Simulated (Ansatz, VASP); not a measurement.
## MnSi (Brownleeite) in two plane-wave programs

One calculation is typed for both programs; each brings its own data sets. How far apart do they land? The cell is taken from a series of runs on this material, whose earlier steps may have relaxed, scaled, displaced or heated it; both programs get it as it stands. Valence electrons are named where the data sets of a main pair hold unlike numbers.

Program: Ansatz 0.2.0. Level of theory: plane waves, with VASP 6.6.1 beside it; single point at LDA. Results are calculated unless marked as measured.

### 1. Starting point

It takes space group P2_13 (No. 198, cubic). Conventional cell: a = 4.558 Å, b = 4.558 Å, c = 4.558 Å, α = 90.00°, β = 90.00°, γ = 90.00°. Mn has 7 Si at 2.31 to 2.54 Å nearest. Nearest to Si lie 7 Mn at 2.31 to 2.54 Å. Farther neighbours are not listed.

### 2. Ansatz: single point, LDA

Ansatz runs on its default PAW (the set named soft_2) files.

A single point gives forces, pressure and levels at one fixed geometry, so differences don't come from the geometry; what else differs is listed under the comparison.

input.yaml reads:

```yaml
crystal:
  lattice:
    - [4.558, 0.0, 0.0]
    - [0.0, 4.558, 0.0]
    - [0.0, 0.0, 4.558]
  atoms:
    - { symbol: Mn, position: [0.862, 0.638, 0.362], spin: 4.0 }
    - { symbol: Mn, position: [0.638, 0.362, 0.862], spin: -4.0 }
    - { symbol: Mn, position: [0.362, 0.862, 0.638], spin: 4.0 }
    - { symbol: Mn, position: [0.138, 0.138, 0.138], spin: -4.0 }
    - { symbol: Si, position: [0.155, 0.345, 0.655] }
    - { symbol: Si, position: [0.345, 0.655, 0.155] }
    - { symbol: Si, position: [0.655, 0.155, 0.345] }
    - { symbol: Si, position: [0.845, 0.845, 0.845] }
hamiltonian:
  xc: lda
  pseudopotentials: { kind: paw }
magnetization:
  spin_polarized: true
kpoints:
  mp_grid: { grid: [6, 6, 6] }
scf:
  occupations: { method: methfessel_paxton, width: 0.15 }
  n_extra_bands: 16
output:
  forces: true
  stress: true
  eigenvalues: true
```

The run is started by

```bash
$ ansatz run input.yaml --threads 4 --pin off --max-ram 9216MiB --backend cpu --events-out ev --progress --plain --runs-dir out
```

Numbers of over 12 decimals in the logs are rounded to 6 here.

Output:

```text
scf.n_extra_bands = 16 over 38 filled bands (N_el = 76.0): the run solves 54 bands
Engine: ansatz 0.2.0, aarch64-unknown-linux-gnu
Pseudopotentials: kind: paw
Pseudopotential: Mn, paw, valence charge 15, recommended cutoff 420 eV (normal), Mn.paw.azcp
Pseudopotential: Si, paw, valence charge 4, recommended cutoff 420 eV (normal), Si.paw.azcp
Functional definition: SPW92
  exchange = slater_x
  correlation = pw_c
Crystal: 8 atoms, lattice volume = 94.694 Å³
Basis set: ecut = 420 eV, 1863 PW (Γ)
Bands: 54, of which v1, the nominal top of the filled ones, is band 38 counted from 1 (37 counted from 0)
Symmetry: 2 space group operations
Space group: P21 (ITA 4), of the structure as read, at distance tolerance 4.6e-5 Å
Magnetic group: BNS 19.27 (UNI 125), of the structure as read, at distance tolerance 4.6e-5 Å
k-points: 80 of 216 (time reversal used)
Non-local potential: Mn, projectors of the file, l = 0: 3, l = 1: 2, l = 2: 3, l = 3: 1
Non-local potential: Si, projectors of the file, l = 0: 2, l = 1: 2, l = 2: 2
PAW form: soft (Blöchl's): semilocal exchange-correlation on the pseudo side does not see the compensation charge
PAW frozen core: Mn, regenerated for the run's functional, and the local potential with it (the file was generated under x = pbe(κ = 0.804, μ = 0.219515), c = pbe(β = 0.066725))
PAW frozen core: Si, regenerated for the run's functional, and the local potential with it (the file was generated under x = pbe(κ = 0.804, μ = 0.219515), c = pbe(β = 0.066725))
PAW one-centre angular grid: Mn, 590 points (default); XC on 64 Gauss nodes
PAW one-centre angular grid: Si, 110 points (default); XC on 64 Gauss nodes
Initial density: superposition of atomic densities (chi_scale 0.1, normalization cell)
Starting moments: Σ|m| = 16 μB on 4 of 8 sites
Starting magnetic order: altermagnet, d-wave, planar spin-momentum locking; spin-degenerate planes through Γ normal to [0 0 1], [0 1 0] of the run's lattice
Initial wavefunctions: pseudopotential atomic-orbital guess
Functional: x = slater, c = lda
SCF iter   1: F=—  HF=-17810.982485 eV  |F-HF|=—  |Δ(HF+E_count)|=         —  Δρ=2.35e-1 (↑2.35e-1 ↓2.35e-1)  dr2=1.05e1  dr2_m=4.46e1  M=-0.000 μB ∫|m|=3.284 μB  β_m=0.30  ethr=3.10e-3  ⟨swp⟩=6.2  Hψ=34091  notcnv=0  defer=140
Mixer restart at iter 1: flushing history
preconditioner: auto → Kerker (q_TF=auto, 2.630 Å⁻¹)  [metal: Δε(μ)=0.001 eV  Ē_g=7.421 eV  σ=0.150 eV  W_gap=0.00  n_scr=26 (ndim 8)  ℏωp=25.3 eV  f_vac=0.000  D(μ)=8.72/eV (n_scr^D=92)]
spin=Collinear: Kerker preconditioning applied to the charge; magnetization (m = ρ↑ − ρ↓) channel mixes plain (no charge-response kernel on spin).
SCF iter   2: F=—  HF=-17800.991049 eV  |F-HF|=—  |Δ(HF+E_count)|=    9.99e0  Δρ=1.35e-1 (↑1.35e-1 ↓1.35e-1)  dr2=8.62e-1  dr2_m=1.57e1  M=-0.001 μB ∫|m|=4.532 μB  β_m=0.48  ethr=3.10e-3  ⟨swp⟩=3.0  Hψ=16802  notcnv=0  defer=1310
SCF iter   3: F=—  HF=-17803.558100 eV  |F-HF|=—  |Δ(HF+E_count)|=    2.57e0  Δρ=7.00e-2 (↑6.99e-2 ↓7.00e-2)  dr2=5.01e-1  dr2_m=4.14e0  M=0.002 μB ∫|m|=3.384 μB  β_m=0.64  ethr=1.13e-3  ⟨swp⟩=3.0  Hψ=16465  notcnv=0  defer=1290
SCF iter   4: F=—  HF=-17803.760492 eV  |F-HF|=—  |Δ(HF+E_count)|=   2.02e-1  Δρ=1.28e-2 (↑1.28e-2 ↓1.26e-2)  dr2=4.65e-1  dr2_m=7.81e-2  M=0.000 μB ∫|m|=2.138 μB  β_m=0.81  ethr=6.59e-4  ⟨swp⟩=2.1  Hψ=14767  notcnv=0  defer=1258
SCF iter   5: F=—  HF=-17803.478466 eV  |F-HF|=—  |Δ(HF+E_count)|=   2.82e-1  Δρ=1.47e-2 (↑1.43e-2 ↓1.47e-2)  dr2=6.57e-1  dr2_m=1.29e-2  M=0.006 μB ∫|m|=0.739 μB  β_m=0.90  ethr=6.12e-4  ⟨swp⟩=2.0  Hψ=13591  notcnv=0  defer=1278
SCF iter   6: F=—  HF=-17803.663004 eV  |F-HF|=—  |Δ(HF+E_count)|=   1.85e-1  Δρ=8.90e-3 (↑8.90e-3 ↓7.80e-3)  dr2=1.45e-1  dr2_m=2.36e-2  M=-0.004 μB ∫|m|=1.108 μB  β_m=0.95  ethr=6.12e-4  ⟨swp⟩=2.1  Hψ=12051  notcnv=0  defer=1274
SCF iter   7: F=—  HF=-17803.690808 eV  |F-HF|=—  |Δ(HF+E_count)|=   2.78e-2  Δρ=6.49e-3 (↑3.92e-3 ↓6.49e-3)  dr2=2.51e-2  dr2_m=1.87e-2  M=0.027 μB ∫|m|=1.212 μB  β_m=0.74  ethr=1.91e-4  ⟨swp⟩=2.0  Hψ=11677  notcnv=0  defer=1274
SCF iter   8: F=—  HF=-17803.687803 eV  |F-HF|=—  |Δ(HF+E_count)|=   3.00e-3  Δρ=3.59e-3 (↑3.46e-3 ↓3.59e-3)  dr2=5.71e-3  dr2_m=9.54e-3  M=0.018 μB ∫|m|=1.173 μB  β_m=0.87  ethr=3.31e-5  ⟨swp⟩=1.6  Hψ=9511  notcnv=0  defer=1274
SCF iter   9: F=—  HF=-17803.926914 eV  |F-HF|=—  |Δ(HF+E_count)|=         —  Δρ=4.00e-2 (↑4.00e-2 ↓3.99e-2)  dr2=1.31e-3  dr2_m=1.39e0  M=1.965 μB ∫|m|=2.084 μB  β_m=0.87  ethr=7.52e-6  ⟨swp⟩=2.0  Hψ=11145  notcnv=0  defer=1274
[...]
iteration 15: the input's own smearing fills from here on; a Gaussian of 0.15 eV has filled iterations ahead of it
SCF iter  16: F=—  HF=-17803.754911 eV  |F-HF|=—  |Δ(HF+E_count)|=   9.92e-4  S|Δr|=    0.00e0  Δρ=2.42e-3 (↑1.99e-3 ↓2.42e-3)  dr2=2.15e-2  dr2_m=3.44e-4  M=3.576 μB ∫|m|=4.046 μB  β_m=0.46  ethr=1.77e-7  ⟨swp⟩=2.1  Hψ=13587  notcnv=0  defer=1102  recentre
SCF iter  17: F=—  HF=-17803.754318 eV  |F-HF|=—  |Δ(HF+E_count)|=   5.93e-4  S|Δr|=    0.00e0  Δρ=1.49e-3 (↑1.42e-3 ↓1.49e-3)  dr2=7.65e-3  dr2_m=4.31e-4  M=3.569 μB ∫|m|=4.038 μB  β_m=0.08  ethr=1.77e-7  ⟨swp⟩=2.2  Hψ=13952  notcnv=0  defer=1102
SCF iter  18: F=—  HF=-17803.754077 eV  |F-HF|=—  |Δ(HF+E_count)|=   2.42e-4  S|Δr|=    0.00e0  Δρ=7.30e-4 (↑7.30e-4 ↓6.34e-4)  dr2=2.08e-4  dr2_m=3.64e-4  M=3.574 μB ∫|m|=4.043 μB  β_m=0.10  ethr=1.77e-7  ⟨swp⟩=2.8  Hψ=13381  notcnv=0  defer=1102
SCF iter  19: F=—  HF=-17803.754160 eV  |F-HF|=—  |Δ(HF+E_count)|=   8.32e-5  S|Δr|=    0.00e0  Δρ=5.54e-4 (↑5.54e-4 ↓4.24e-4)  dr2=1.38e-5  dr2_m=2.07e-4  M=3.588 μB ∫|m|=4.060 μB  β_m=0.29  ethr=1.77e-7  ⟨swp⟩=2.0  Hψ=8947  notcnv=0  defer=1102
SCF iter  20: F=—  HF=-17803.754267 eV  |F-HF|=—  |Δ(HF+E_count)|=   1.07e-4  S|Δr|=    0.00e0  Δρ=5.09e-5 (↑5.09e-5 ↓4.66e-5)  dr2=3.51e-6  dr2_m=1.09e-6  M=3.627 μB ∫|m|=4.109 μB  β_m=0.41  ethr=1.82e-8  ⟨swp⟩=2.1  Hψ=13610  notcnv=0  defer=1102
SCF iter  21: F=—  HF=-17803.754267 eV  |F-HF|=—  |Δ(HF+E_count)|=   4.63e-7  S|Δr|=    0.00e0  Δρ=3.42e-5 (↑3.42e-5 ↓2.97e-5)  dr2=3.62e-6  dr2_m=1.10e-7  M=3.629 μB ∫|m|=4.112 μB  β_m=0.67  ethr=4.62e-9  ⟨swp⟩=2.0  Hψ=8923  notcnv=0  defer=1097
SCF iter  22: F=—  HF=-17803.754267 eV  |F-HF|=—  |Δ(HF+E_count)|=   7.10e-8  S|Δr|=    0.00e0  Δρ=1.01e-5 (↑1.01e-5 ↓3.38e-6)  dr2=1.86e-7  dr2_m=1.39e-8  M=3.629 μB ∫|m|=4.112 μB  β_m=0.80  ethr=4.62e-9  ⟨swp⟩=1.0  Hψ=7546  notcnv=0  defer=1097
iter 23 met the thresholds in force, and the SCF goes on: an eigenvalue changes by 0.99 meV, over its tolerance of 0.50 meV (output.eigenvalues, Limitations)
SCF iter  23: F=-17803.754267 eV  HF=-17803.754267 eV  |F-HF|=8.38e-8  |Δ(HF+E_count)|=   1.35e-9  S|Δr|=    0.00e0  Δρ=7.70e-6 (↑1.19e-6 ↓7.70e-6)  dr2=9.25e-8  dr2_m=1.03e-8  M=3.630 μB ∫|m|=4.112 μB  β_m=0.90  ethr=1.32e-10  ⟨swp⟩=9.8  Hψ=34661  notcnv=0
SCF iter  24: F=-17803.754267 eV  HF=-17803.754267 eV  |F-HF|=4.82e-8  |Δ(HF+E_count)|=   3.55e-9  S|Δr|=    0.00e0  Δρ=5.22e-6 (↑1.47e-6 ↓5.22e-6)  dr2=4.75e-8  dr2_m=3.44e-9  M=3.629 μB ∫|m|=4.112 μB  ethr=1.22e-10  ⟨swp⟩=2.0  Hψ=22642  notcnv=0
SCF 1 converged in 24 iterations: F = -17803.754267 eV  dr2 = 4.75e-8
  greatest PAW one-centre occupation: 1.001 electrons in one spin orbital (limit 2), on the Mn atom at site 3 (counted from 0), in its partial waves of l = 1
WARN: the starting moments were not kept: 2 of 4 ended reversed and 2 kept their direction, counting a site from 0.1 of the cell's largest site moment. The largest reversed, site 3 (counted from 0, in the order of the report's site_moments_mub), started with -4.0 μB and closes at +9.1e-1 μB in its sphere. The starting moments cancel, and the net magnetisation is 3.7e0 μB in size, over 0.1 of its absolute magnetisatio [...]
this state was not tested for a lower state beside it, because cold or Methfessel-Paxton smearing, or corrected tetrahedra, fill the levels in a way that the test cannot read (fill_not_monotonic; see scf.lower_state_search)
SCF converged after 24 iterations
an eigenvalue changed by more than its tolerance at an iteration that met the thresholds in force, so the SCF went on 1 time: the last check found none over its tolerance
Magnetization: 3.6295 μB (39.8147 up, 36.1853 down)
Absolute magnetization: 4.1124 μB (∫|ρ↑−ρ↓|, with the PAW one-centre terms)
Spin contamination: 0.0474 ħ² per cell (⟨S²⟩ above its minimum at these occupations)
Per-site moments (μB) at R_I (Å): [(0.908089, 0.954172), (0.907976, 0.954172), (0.908089, 0.954172), (0.907976, 0.954172), (-0.032382, 0.954172), (-0.032382, 0.954172), (-0.032382, 0.954172), (-0.032382, 0.954172)]
Free energy (F): -17803.754267 eV
Harris-Foulkes:  -17803.754267 eV  (|F-HF|=4.82e-8)
Internal energy: -17803.747803 eV  (E = F + TS)
E sigma→0 (E₀):  -17803.752651 eV
Entropy (-TS):   -0.006464 eV (-0.808 meV/atom)
Fermi energy:    15.237491 eV
--- Per-component energies (eV) ---
  E_band       = -759.920167
  E_kinetic    = 1417.050177
  E_local      = -8659.854006  (includes V_loc(G=0)·N_el)
  E_nonlocal   = 1073.806355
  E_hartree    = 3699.817761
  E_xc         = -686.458509
  E_vxc        = -790.203806  (∫ρ·V_xc dr)
  E_paw        = -6909.038126  (= ΣΔE_a)
  E_vpaw       = -1200.354235  (= ΣTr[D̂ρ^β])
  E_aug_tail   = -0.000017  (compensation charges beyond the density's cutoff)
  E_ewald      = -7740.944573
  E_core_change = 1.873135  (= ΣΔE_core)
  E_smearing   = -0.006464  (= −TS)
  E_closure    = -0.000000  (closes the sum)
  Σ components = -17803.754267   (vs F -17803.754267, Δ=0.00e0)
--- Forces (eV/Å), atoms counted from 1 ---
  atom   1  Mn     0.23150909    -0.23149148     0.23151762
  atom   2  Mn    -0.23151382     0.23152955     0.23150451
  atom   3  Mn     0.23150909     0.23149148    -0.23151762
  atom   4  Mn    -0.23151382    -0.23152955    -0.23150451
  atom   5  Si     0.02284339    -0.02283478     0.02282442
  atom   6  Si    -0.02285600     0.02286568     0.02287681
  atom   7  Si     0.02284339     0.02283478    -0.02282442
  atom   8  Si    -0.02285600    -0.02286568    -0.02287681
  max |Σ_I F_I| component: 3.47e-5 eV/Å
--- Stress (GPa, compression-positive) ---
      -17.256966       0.000000       0.000000
        0.000000     -17.256931       0.000039
        0.000000       0.000040     -17.256958
  P = ⅓ Tr σ = -17.2570 GPa (-172.570 kbar)
--- Band table (eV; the first three rows and the last of 160) ---
  k-point 0 ↑: bands = [... 34 lower, 13.4413, 14.9965, 14.9966, 14.9966, 15.0802, 15.0802, 16.0211, 16.0212, ... 12 higher]
  k-point 1 ↑: bands = [... 34 lower, 13.7109, 14.7503, 14.8214, 15.0263, 15.0846, 15.2577, 15.7621, 15.9425, ... 12 higher]
  k-point 2 ↑: bands = [... 34 lower, 13.8011, 14.3676, 14.7505, 14.8969, 15.1265, 15.2978, 15.5773, 15.7342, ... 12 higher]
  k-point 79 ↓: bands = [... 34 lower, 15.2702, 15.2702, 15.4453, 15.4453, 15.4453, 15.4453, 16.4821, 16.4821, ... 12 higher]
```

The run ends at a pressure of -17.26 GPa, with forces up to 0.40 eV/Å.

(Part 1 of 2 ends here.)

[Lines on the potential files, build, host, timing and source positions are cut from VASP's logs without a mark.]

[Logs are printed without paths, hosts, clocks, repeated set-up lines and the standing remarks that a program may print on its own settings, such as how far it seeks lower states.]

[Hosts, paths, dates, database ids (printed as entryN), source tags and the programs' standing remarks are cut or masked in the printed files.]
